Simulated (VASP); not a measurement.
Input:

```
GaN
1.0
    1.59946    -2.77034     0.00000
    1.59946     2.77034     0.00000
    0.00000     0.00000     5.20529
Ga N
2 2
Direct
  0.66667   0.33333   0.50008
  0.33333   0.66667   0.00008
  0.66667   0.33333   0.87692
  0.33333   0.66667   0.37692
```

Computed with revTPSS meta-GGA, VASP's PBE PAW potentials (set 64) (plane waves; VASP). Settings: 520 eV cut-off, 9×9×5 Γ-centred mesh, tetrahedra with Blöchl corrections, potentials Ga_d N.

The cores are frozen, which limits the accuracy of field gradients.

Task: Give the principal components of the electric field gradient (V/Å²) and the asymmetry η at each nucleus.

Result: 
```tsv
atom	Vxx	Vyy	Vzz	η
Ga1	-2.1	-2.1	4.2	0.00
Ga2	-2.1	-2.1	4.2	0.00
N3	-0.5	-0.5	0.9	0.00
N4	-0.5	-0.5	0.9	0.00
```

The compound is GaN in the wurtzite structure. It was relaxed first.
